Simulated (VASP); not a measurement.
A VASP calculation is set up with these files.

POSCAR:
```
Ga2BiAs
1
    4.2301439889     0.0000000000    -0.0000000000
    0.0000000000     4.2301439889     0.0000000000
   -0.0000000000     0.0000000000     6.0143816593
Ga Bi As
2 1 1
Direct
  0.5000000000   0.0000000000   0.7257961902
  0.0000000000   0.5000000000   0.2742038098
  0.0000000000   0.0000000000   1.0000000000
  0.5000000000   0.5000000000   0.5000000000
```

### KPOINTS
```
kpoints
0
G
  7 7 5
```

### INCAR
```
ALGO = Normal
EDIFF = 1E-6
EDIFFG = -0.02
ENCUT = 400
IBRION = 2
ISIF = 3
ISMEAR = 1
LASPH = .TRUE.
LCHARG = .FALSE.
LMAXMIX = 4
LMIXTAU = .TRUE.
LREAL = .FALSE.
LWAVE = .FALSE.
METAGGA = R2SCAN
NELM = 100
NSW = 60
PREC = Accurate
SIGMA = 0.1
SYSTEM = Ga2BiAs
```

POTCAR, in this order: Ga_d Bi_d As (PBE.64 set). Program: vasp_std.

Q: Write an equivalent input for Ansatz.

A: One equivalent input (not run):
Ansatz 0.2 input:
```yaml
crystal:
  lattice:
    - [4.2301440, 0.0000000, 0.0000000]
    - [0.0000000, 4.2301440, 0.0000000]
    - [0.0000000, 0.0000000, 6.0143817]
  atoms:
    - { symbol: Ga, position: [0.5000000, 0.0000000, 0.7257962] }
    - { symbol: Ga, position: [0.0000000, 0.5000000, 0.2742038] }
    - { symbol: Bi, position: [0.0000000, 0.0000000, 1.0000000] }
    - { symbol: As, position: [0.5000000, 0.5000000, 0.5000000] }
kpoints:
  mp_grid: { grid: [7, 7, 5] }
hamiltonian:
  xc: r2scan
  pseudopotentials: { kind: paw }
scf:
  occupations: { method: methfessel_paxton, width: 0.1 }
  max_iter: 100
relax:
  max_steps: 60
  f_tol: 0.02
  cell: {}
output: { forces: true, stress: true, eigenvalues: true }
```
Limits of the translation: each code has its own PAW files, so the cut-off isn't converted (ENCUT is set for VASP's; basis.ecutwfc is left out, and Ansatz then takes the one that its files recommend); Ansatz stops its SCF on the density residual and VASP on the energy change (EDIFF).

The structure comes from a computed database's Ga2BiAs entry (P-4m2); how it stands against other phases isn't given here. This run relaxes it. Symmetry was kept, so distortions that lower it aren't found. The start is the result of an earlier pass.
